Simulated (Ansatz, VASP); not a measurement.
# GaC3 in VASP and in Ansatz

File POSCAR:

```
GaC3
1.0
    3.4051948009      0.0000000000      0.0000000000
    0.0000000000      3.4051948009      0.0000000000
    0.0000000000      0.0000000000      3.4051948009
Ga C
1 3
Direct
    0.0000000000      0.0000000000      0.0000000000
    0.0000000000      0.5000000000      0.5000000000
    0.5000000000      0.0000000000      0.5000000000
    0.5000000000      0.5000000000      0.0000000000
```

The input INCAR.step1:

```
SYSTEM = GaC3
PREC = Accurate ; ENCUT = 520
ISMEAR = -1 ; SIGMA = 0.1
LREAL = .False. ; LASPH = .True.
NELM = 60 ; NBANDS = 20
GGA = PE ; ALGO = Normal
EDIFF = 1E-4 ; LWAVE = .True.
LCHARG = .False.
```

The input INCAR.step2:

```
SYSTEM = GaC3
PREC = Accurate ; ENCUT = 520
EDIFF = 1E-7 ; ISMEAR = -1
SIGMA = 0.1 ; LREAL = .False.
LASPH = .True. ; NELM = 60
ALGO = Normal ; ISIF = 2
LWAVE = .False. ; LCHARG = .False.
METAGGA = R2SCAN ; LMIXTAU = .True.
NBANDS = 20 ; ISTART = 1
```

KPOINTS

```
regular mesh
0
Gamma
  7 7 7
  0 0 0
```

Input for Ansatz:

```yaml
crystal:
  lattice:
    - [3.405194800933574, 0.0, 0.0]
    - [0.0, 3.405194800933574, 0.0]
    - [0.0, 0.0, 3.405194800933574]
  atoms:
    - { symbol: Ga, position: [0.0, 0.0, 0.0] }
    - { symbol: C, position: [0.0, 0.5, 0.5] }
    - { symbol: C, position: [0.5, 0.0, 0.5] }
    - { symbol: C, position: [0.5, 0.5, 0.0] }
basis:
  ecutwfc: 550.0
kpoints:
  mp_grid:
    grid: [7, 7, 7]
hamiltonian:
  xc: r2scan
scf:
  occupations:
    method: fermi_dirac
    width: 0.1
output:
  stress: true
```

The cell comes from a database or a generator and needn't be the stable form of this composition.

Alike in both runs: task single point; functional r2SCAN; k mesh 7 × 7 × 7; occupations fermi-dirac, width 0.1 eV; no spin polarisation.

|  | VASP | Ansatz |
| --- | --- | --- |
| version | VASP 6.6.1 | Ansatz 0.2.0 |
| potentials or method | VASP PAW PBE potentials, release 64 (Ga_d, C) | plane waves, PAW |
| plane-wave cutoff (eV) | 520 | 550 |
| valence electrons in the cell | 25 | 25 |

|  | VASP | Ansatz | Ansatz less VASP |
| --- | --- | --- | --- |
| pressure (GPa) | -10.7 | -11.1 | -0.42 |

The functional is the same, so the differences come from potentials, cutoffs and numerics.

Caveats: the PAW data sets were made with another functional, which shifts forces and pressure a little (VASP).
